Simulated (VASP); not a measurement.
KVB3, 5 atoms in the cell. Symmetry: Pm-3m, No. 221, cubic system. The conventional cell has a = 3.933 Å, b = 3.933 Å, c = 3.933 Å, α = 90.00°, β = 90.00°, γ = 90.00°. V (site symmetry m-3m) has 6 B at 1.97 Å as nearest neighbours. B (site symmetry 4/mmm) has 2 V at 1.97 Å as nearest neighbours. Around K (site symmetry m-3m) lie 12 B at 2.78 Å. The cell was built by a generator and needn't be a form met in nature.

| Property | Result |
| --- | --- |
| Program | VASP 6.6.1 |
| Task | single point |
| Functional | PBE |
| Potentials or basis | VASP PAW PBE potentials, release 64 (V_sv, B, K_sv) |
| Cutoff | 520 eV |
| k mesh | 5 × 5 × 5 |
| Occupations | fermi-dirac, width 0.05 eV |
| Spin | no spin polarisation |
| Dipole correction | no |
| Further INCAR settings | ALGO = Normal; EDIFF = 1e-07; NBANDS = 24 |

Potentials or basis: VASP PAW PBE potentials, release 64 (V_sv, B, K_sv).

The run is started by

```sh
$ cat potpaw_PBE.64/V_sv/POTCAR potpaw_PBE.64/B/POTCAR potpaw_PBE.64/K_sv/POTCAR > POTCAR
$ mpirun -np 1 vasp_std > vasp.out
```

Hardware: 1 thread of Intel(R) Xeon(R) 6975P-C (Granite Rapids), with other jobs on the host.

Q: Estimate the wall time of this run.

A: Wall time 10 s on 1 thread of Intel(R) Xeon(R) 6975P-C (Granite Rapids) (shared host), peak memory 0.17 GiB. Counts: scf iterations 16, k points 10.
